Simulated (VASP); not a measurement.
Set up this calculation in VASP 6.6.1, as the native input.

| Property | Result |
| --- | --- |
| Task | single point |
| Functional | PBE |
| Potentials or basis | VASP PAW PBE potentials, release 64 (P, Sb, Pb_d) |
| Cutoff | 520 eV |
| k mesh | 4 × 4 × 4 |
| Occupations | gaussian, width 0.05 eV |
| Spin | no spin polarisation |
| Dipole correction | no |
| Further INCAR settings | ALGO = Fast; EDIFF = 1e-06; NBANDS = 34 |

The structure of SbPPb3 lies in POSCAR:

```
SbPPb3
1.0
    6.2175089126      0.0000000000      0.0000000000
    0.0000000000      6.2175089126      0.0000000000
    0.0000000000      0.0000000000      6.2175089126
P Sb Pb
1 1 3
Direct
    0.0000000000      0.0000000000      0.0000000000
    0.5000000000      0.5000000000      0.5000000000
    0.5000000000      0.5000000000      0.0000000000
    0.5000000000      0.0000000000      0.5000000000
    0.0000000000      0.5000000000      0.5000000000
```

The cell comes from a database or a generator and needn't be the stable form of this composition.

These files were run (other wordings do the same):

INCAR

```
SYSTEM = SbPPb3
PREC     = Accurate       ! precision mode
ENCUT    = 520            ! plane-wave cutoff, eV
EDIFF    = 1E-6           ! SCF threshold, eV
ISMEAR   = 0              ! smearing method
SIGMA    = 0.05           ! smearing width, eV
LREAL    = .False.        ! projectors in reciprocal space
LASPH    = .True.         ! aspherical terms in the spheres
NELM     = 100            ! most SCF steps
ALGO     = Fast           ! electronic algorithm
ISIF     = 2              ! what is computed and relaxed
LWAVE    = .False.        ! write WAVECAR
LCHARG   = .False.        ! write CHGCAR
GGA      = PE             ! functional
NBANDS   = 34             ! bands
```

KPOINTS

```
Automatic mesh
0
Gamma
  4 4 4
  0 0 0
```

Potentials or basis: VASP PAW PBE potentials, release 64 (P, Sb, Pb_d).

Launch:

```console
$ cat potpaw_PBE.64/P/POTCAR potpaw_PBE.64/Sb/POTCAR potpaw_PBE.64/Pb_d/POTCAR > POTCAR
$ mpirun -np 1 vasp_std > vasp.out
```

Results of the run:

```yaml
Pressure: -3.3 GPa
Band_gap_on_the_k_mesh: none (metal or under the smearing width)
```

Run time: 56 s on 1 thread of Intel(R) Xeon(R) Platinum 8488C (Sapphire Rapids) (shared host), peak memory 0.36 GiB.
